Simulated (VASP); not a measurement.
# Ga2GeO5 (P-62m) in VASP: relaxation of cell and atoms with PBE

Aim: the relaxation of cell and atoms of Ga2GeO5 with PBE.

Everything below comes from runs of VASP 6.6.1. Logs are shortened: lines on timing, memory, paths and dates and some standing lists are left out, and cuts for length are marked.

### Step 1. The structure

It takes space group P-62m (No. 189, hexagonal). The conventional cell has a = 4.531 Å, b = 4.531 Å, c = 5.919 Å, α = 90.00°, β = 90.00°, γ = 120.00°. Ga (site symmetry -6) is surrounded by 3 Ga at 2.62 Å and 3 Ge at 2.62 Å. Ge (site symmetry -62m) is surrounded by 2 O at 1.78 Å. Around O (site symmetry m2m) lie 2 O at 2.07 Å. O (site symmetry 3m) has 1 Ge at 1.78 Å as nearest neighbours.

The cell was built by a generator and needn't be a form met in nature.

### Step 2. Relaxation of cell and atoms, PBE

Contents of INCAR:

```
PREC     = Normal         # precision mode
ENCUT    = 520            # plane-wave cutoff, eV
EDIFF    = 1E-4           # SCF threshold, eV
ISMEAR   = 0              # smearing method
SIGMA    = 0.15           # smearing width, eV
LREAL    = F              # projectors in reciprocal space
LASPH    = T              # aspherical terms in the spheres
NELM     = 60             # most SCF steps
ALGO     = Fast           # electronic algorithm
ISIF     = 3              # what is computed and relaxed
LWAVE    = F              # write WAVECAR
LCHARG   = F              # write CHGCAR
GGA      = PE             # functional
IBRION   = 2              # ionic algorithm
NSW      = 24             # ionic steps
EDIFFG   = -0.08          # ionic threshold
```

Contents of KPOINTS:

```
Automatic mesh
0
Gamma
  4 4 3
```

Contents of POSCAR:

```
Ga2GeO5
1.0
    4.5309619300      0.0000000000      0.0000000000
   -2.2654809700      3.9239281400      0.0000000000
    0.0000000000      0.0000000000      5.9185595000
Ga Ge O
2 1 5
Direct
    0.3333333300      0.6666666700      0.0000000000
    0.6666666700      0.3333333300      0.0000000000
    0.0000000000      0.0000000000      0.0000000000
    0.6236220600      0.0000000000      0.5000000000
    0.0000000000      0.6236220600      0.5000000000
    0.3763779400      0.3763779400      0.5000000000
    0.0000000000      0.0000000000      0.3006686200
    0.0000000000      0.0000000000      0.6993313800
```

Potentials or basis: VASP PAW PBE potentials, release 64 (Ga_d, Ge_d, O).

Command:

```console
> cat potpaw_PBE.64/Ga_d/POTCAR potpaw_PBE.64/Ge_d/POTCAR potpaw_PBE.64/O/POTCAR > POTCAR
> mpirun -np 1 vasp_std > vasp.out
```

OUTCAR:

```text
PREC = Normal
   ENCUT = 520
   EDIFF = 1E-4
   ISMEAR = 0
   LREAL = F
   LASPH = T
   NELM = 60
   ISIF = 3
   GGA = PE
   IBRION = 2
   NSW = 24
   EDIFFG = -0.08

 ion  position               nearest neighbor table
   1  0.333  0.667  0.000-   2 2.62   3 2.62   2 2.62   3 2.62   3 2.62   2 2.62
   2  0.667  0.333  0.000-   1 2.62   3 2.62   1 2.62   3 2.62   3 2.62   1 2.62
   3  0.000  0.000  0.000-   7 1.78   8 1.78   1 2.62   2 2.62   2 2.62   1 2.62   2 2.62   1 2.62

   4  0.624  0.000  0.500-
   5  0.000  0.624  0.500-
   6  0.376  0.376  0.500-
   7  0.000  0.000  0.301-   3 1.78
   8  0.000  0.000  0.699-   3 1.78

  LATTYP: Found a hexagonal cell.
 ALAT       =     4.5309619300
 C/A-ratio  =     1.3062478987

  Lattice vectors:

 A1 = (   4.5309619300,   0.0000000000,   0.0000000000)
 A2 = (  -2.2654809700,   3.9239281400,   0.0000000000)
 A3 = (   0.0000000000,   0.0000000000,   5.9185595000)

Analysis of symmetry for initial positions (statically):
=====================================================================
 Subroutine PRICEL returns:
 Original cell was already a primitive cell.

 Routine SETGRP: Setting up the symmetry group for a
 hexagonal supercell.

 Subroutine GETGRP returns: Found 12 space group operations
 (whereof 12 operations were pure point group operations)
 out of a pool of 24 trial point group operations.

The static configuration has the point symmetry D_3h.

Analysis of symmetry for dynamics (positions and initial velocities):
=====================================================================
 Subroutine PRICEL returns:
 Original cell was already a primitive cell.

 Routine SETGRP: Setting up the symmetry group for a
 hexagonal supercell.

 Subroutine GETGRP returns: Found 12 space group operations
 (whereof 12 operations were pure point group operations)
 out of a pool of 24 trial point group operations.

The dynamic configuration has the point symmetry D_3h.

 Subroutine INISYM returns: Found 12 space group operations
 (whereof 12 operations are pure point group operations),
 and found     1 'primitive' translations

----------------------------------------------------------------------------------------

                                     Primitive cell

  volume of cell :     105.2271

  direct lattice vectors                    reciprocal lattice vectors
     4.530961930  0.000000000  0.000000000     0.220703686  0.127423333  0.000000000
    -2.265480970  3.923928140  0.000000000     0.000000000  0.254846665  0.000000000
     0.000000000  0.000000000  5.918559500     0.000000000  0.000000000  0.168960032

  length of vectors
     4.530961930  4.530961937  5.918559500     0.254846665  0.254846665  0.168960032

  position of ions in fractional coordinates (direct lattice)
     0.333333330  0.666666670  0.000000000
     0.666666670  0.333333330  0.000000000
     0.000000000  0.000000000  0.000000000
     0.623622060  0.000000000  0.500000000
     0.000000000  0.623622060  0.500000000
     0.376377940  0.376377940  0.500000000
     0.000000000  0.000000000  0.300668620
     0.000000000  0.000000000  0.699331380

  ion indices of the primitive-cell ions
   primitive index   ion index
                 1           1
                 2           2
                 3           3
                 4           4
                 5           5
                 6           6
                 7           7
                 8           8

----------------------------------------------------------------------------------------

 KPOINTS: Automatic mesh

Automatic generation of k-mesh.
 Grid dimensions read from file:
 generate k-points for:    4    4    3

 Generating k-lattice:

  Cartesian coordinates                     Fractional coordinates (reciprocal lattice)
     0.055175922  0.031855833  0.000000000     0.250000000  0.000000000  0.000000000
     0.000000000  0.063711666  0.000000000     0.000000000  0.250000000  0.000000000
     0.000000000  0.000000000  0.056320011     0.000000000  0.000000000  0.333333333

  Length of vectors
     0.063711666  0.063711666  0.056320011

  Shift w.r.t. Gamma in fractional coordinates (k-lattice)
     0.000000000  0.000000000  0.000000000

 Subroutine IBZKPT returns following result:
 ===========================================

 Found      8 irreducible k-points:

 Following reciprocal coordinates:
            Coordinates               Weight
  0.000000  0.000000  0.000000      1.000000
  0.250000  0.000000  0.000000      6.000000
  0.500000  0.000000  0.000000      3.000000
  0.250000  0.250000  0.000000      6.000000
  0.000000  0.000000  0.333333      2.000000
  0.250000  0.000000  0.333333     12.000000
  0.500000  0.000000  0.333333      6.000000
  0.250000  0.250000  0.333333     12.000000
   k-points           NKPTS =      8   k-points in BZ     NKDIM =      8   number of bands    NBANDS=     42
   number of dos      NEDOS =    301   number of ions     NIONS =      8
   total plane-waves  NPLWV =  28224
   dimension x,y,z NGX =    28 NGY =   28 NGZ =   36
   dimension x,y,z NGXF=    56 NGYF=   56 NGZF=   72
   ions per type =               2   1   5
   NGX,Y,Z   is equivalent  to a cutoff of  10.27, 10.27, 10.11 a.u.
   NGXF,Y,Z  is equivalent  to a cutoff of  20.55, 20.55, 20.22 a.u.
 SYSTEM =  unknown system
   PREC   = normal    normal or accurate (medium, high low for compatibility)
   ISTART =      0    job   : 0-new  1-cont  2-samecut
   ICHARG =      2    charge: 1-file 2-atom 10-const
   ISPIN  =      1    spin polarized calculation?
   LNONCOLLINEAR =      F non collinear calculations
   LSORBIT =      F    spin-orbit coupling
   LASPH  =      T    aspherical Exc in radial PAW
   ENCUT  =  520.0 eV  38.22 Ry    6.18 a.u.   8.42  8.42 11.00*2*pi/ulx,y,z
   NELM   =     60;   NELMIN=  2; NELMDL= -5     # of ELM steps
   EDIFF  = 0.1E-03   stopping-criterion for ELM
   LREAL  =      F    real-space projection
   EDIFFG = -.8E-01   stopping-criterion for IOM
   NSW    =     24    number of steps for IOM
   IBRION =      2    ionic relax: 0-MD 1-quasi-New 2-CG
   NFREE  =      1    steps in history (QN), initial steepest desc. (CG)
   ISIF   =      3    stress and relaxation
   ISYM   =      2    0-nonsym 1-usesym 2-fastsym
   POTIM  = 0.5000    time-step for ionic-motion
   TEBEG  =    0.0;   TEEND  =   0.0 temperature during run
   PSTRESS=    0.0 pullay stress
   NELECT =      70.0000    total number of electrons
   NUPDOWN=      -1.0000    fix difference up-down
   EMIN   =  10.00;   EMAX   =-10.00  energy-range for DOS
   EFERMI =   0.00;   METHOD = LEGACY
   ISMEAR =     0;   SIGMA  =   0.15  broadening in eV -4-tet -1-fermi 0-gaus
   EFERMI_NEDOS =   21; number of points for ismear=-14 and -15
   IALGO  =     68    algorithm
   IMIX   =      4    mixing-type and parameters
     AMIX     =   0.40;   BMIX     =  1.00
     AMIX_MAG =   1.60;   BMIX_MAG =  1.00
  volume/ion in A,a.u.               =      13.15        88.76
  Fermi-wavevector in a.u.,A,eV,Ry     =   1.429108  2.700622 27.787850  2.042349
  Thomas-Fermi vector in A             =   2.549097
   LORBIT       =      0    0 simple, 1 ext, 2 COOP (PROOUT), +10 PAW based schemes
   GGA     = PE    functional components
   LHFCALC =     F    Hartree Fock is set to
   AEXX    =    0.0000 exact exchange contribution
   IVDW    =     0    specifies the selected vdW correction
   LEPSILON=     F    determine dielectric tensor
   LRPA    =     F    only Hartree local field effects (RPA)
 conjugate gradient relaxation of ions
 non-spin polarized calculation
 RMM-DIIS sequential band-by-band and
 Gauss-broadening in eV      SIGMA  =   0.15
  energy-cutoff  :      520.00
  volume of cell :      105.23
 maximum number of plane-waves:      2873
   NGX = 17   NGY = 17   NGZ = 23

--------------------------------------- Ionic step        1  -------------------------------------------

 number of electron      70.0000060 magnetization

 Free energy of the ion-electron system (eV)
  ---------------------------------------------------
  ext. energy  EPLUGINS =         0.00000000
  ---------------------------------------------------
  free energy    TOTEN  =       -25.78120674 eV

  energy without entropy =      -25.63454018  energy(sigma->0) =      -25.70787346

------------------------ aborting loop because EDIFF is reached ----------------------------------------

  FORCE on cell =-STRESS in cart. coord.  units (eV):
  Direction    XX          YY          ZZ          XY          YZ          ZX
  --------------------------------------------------------------------------------------
  -------------------------------------------------------------------------------------
  Total        7.3082756      7.3082756     -1.4318040     -0.0000000     -0.0000000      0.0000000
  in kB      111.2751075    111.2751078    -21.8005118     -0.0000001     -0.0000000      0.0000000
  external PRESSURE =      66.9165678 kB  Pullay stress =       0.0000000 kB
[... 107 lines left out ...]
  FREE ENERGIE OF THE ION-ELECTRON SYSTEM (eV)
  ---------------------------------------------------
  free  energy   TOTEN  =       -26.6818147191 eV

  energy  without entropy=      -26.5625938224  energy(sigma->0) =      -26.62220427

[... ionic steps 4 to 15 ...]

--------------------------------------- Ionic step       16  -------------------------------------------

 number of electron      69.9999975 magnetization

------------------------ aborting loop because EDIFF is reached ----------------------------------------

  FORCE on cell =-STRESS in cart. coord.  units (eV):
  Direction    XX          YY          ZZ          XY          YZ          ZX
  --------------------------------------------------------------------------------------
  -------------------------------------------------------------------------------------
  Total       -0.0897592     -0.0897592      0.8095785      0.0000000     -0.0000000      0.0000000
  in kB       -1.2868430     -1.2868430     11.6066202      0.0000000     -0.0000000      0.0000000
  external PRESSURE =       3.0109781 kB  Pullay stress =       0.0000000 kB
[... 69 lines left out ...]
  energy  without entropy=      -27.9167417945  energy(sigma->0) =      -27.93726954

--------------------------------------- Ionic step       18  -------------------------------------------

 number of electron      69.9999975 magnetization

 Free energy of the ion-electron system (eV)
  ---------------------------------------------------
  ext. energy  EPLUGINS =         0.00000000
  ---------------------------------------------------
  free energy    TOTEN  =       -27.97013994 eV

  energy without entropy =      -27.92931120  energy(sigma->0) =      -27.94972557

 E-fermi :   2.1042     XC(G=0): -10.4389

 val. band max:        1.9011315321   @ k =   0.5000   0.0000   0.3333
 cond. band min:       2.1722055290   @ k =   0.2500   0.0000   0.0000
 fundamental gap:      0.2710739968
 Fermi energy:         2.1042419532

 k-point     1 :       0.0000    0.0000    0.0000
  band No.  band energies     occupation
      1     -22.9825      2.00000
      2     -22.4343      2.00000
      3     -22.4343      2.00000
      4     -22.2222      2.00000
      5     -22.2222      2.00000
      6     -16.2353      2.00000
[... 384 lines left out ...]
  FREE ENERGIE OF THE ION-ELECTRON SYSTEM (eV)
  ---------------------------------------------------
  free  energy   TOTEN  =       -27.9701399385 eV

  energy  without entropy=      -27.9293111994  energy(sigma->0) =      -27.94972557

 reached required accuracy - stopping structural energy minimisation
```

Run time: 9 min. Hardware: 1 thread of Intel Xeon Platinum 8259CL at 2.50GHz (Skylake/Cascade Lake), shared host; peak memory 0.19 GiB.

Results:

```
Free energy                            : -27.9701 eV
Relaxed volume                         : 13.99 Å³/atom
Relaxed cell                           : a = 4.927 Å, b = 4.927 Å, c = 5.323 Å, α = 90.00°, β = 90.00°, γ = 120.00°
Space group after relaxing (to 0.05 Å) : P6/mmm (No. 191)
Energy gained by relaxing              : 273.6 meV/atom
Ionic steps                            : 18
Pressure after relaxing                : 0.1 GPa
Largest force after relaxing           : 0.065 eV/Å
Band gap on the k mesh                 : none (metal or under the smearing width)
```

Forces on the atoms (eV/Å):
```
Ga   0.000  0.000  0.000
Ga   0.000  0.000  0.000
Ge   0.000  0.000  0.000
O   -0.065  0.000  0.000
O    0.033 -0.057  0.000
O    0.033  0.057  0.000
O    0.000  0.000 -0.047
O    0.000  0.000  0.047
```

Step by step:
| step | energy change (eV) | largest force (eV/Å) | pressure (GPa) | volume (Å³) |
| --- | --- | --- | --- | --- |
| 1 | 0.0000 | 1.3658 | 6.69 | 105.23 |
| 2 | -0.6758 | 0.9691 | -1.02 | 113.72 |
| 3 | -0.9006 | 1.0176 | -5.33 | 121.00 |
| 4 | -1.3661 | 1.3673 | -1.16 | 118.88 |
| 5 | -1.3729 | 1.7278 | -0.56 | 118.68 |
| 6 | -1.7083 | 1.6162 | 0.48 | 116.43 |
| 7 | -1.8124 | 1.4583 | 2.34 | 114.44 |
| 8 | -1.6903 | 3.3839 | -4.97 | 116.51 |
| 9 | -1.9277 | 0.9328 | -1.14 | 115.23 |
| 10 | -2.0478 | 0.7046 | -1.31 | 114.22 |
| 11 | -2.1511 | 0.3738 | -0.98 | 112.35 |
| 12 | -2.1582 | 0.2983 | -0.95 | 111.82 |
| 13 | -2.1303 | 1.5193 | 2.77 | 109.95 |
| 14 | -2.1678 | 0.2559 | 0.61 | 111.17 |
| 15 | -2.1807 | 0.2422 | 0.29 | 111.45 |
| 16 | -2.1872 | 0.2223 | 0.30 | 111.75 |
| 17 | -2.1766 | 0.7312 | -1.24 | 112.39 |
| 18 | -2.1889 | 0.0654 | 0.10 | 111.93 |

Final structure:
```xyz
8
Lattice="4.9275 0.0000 0.0000 -2.4637 4.2673 0.0000 0.0000 0.0000 5.3231" Properties=species:S:1:pos:R:3 pbc="T T T"
Ga    0.0000    2.8449    0.0000
Ga    2.4637    1.4224    0.0000
Ge    0.0000    0.0000    0.0000
O     0.0203    4.2673    2.6615
O    -1.2420    2.1512    2.6615
O     1.2217    2.1161    2.6615
O     0.0000    0.0000    1.6339
O     0.0000    0.0000    3.6891
```

Caveat: the k mesh is coarse (spacing up to 0.40 Å⁻¹), so the values aren't converged; the relaxation stopped at a loose force limit of 0.08 eV/Å, so its end isn't a converged minimum.
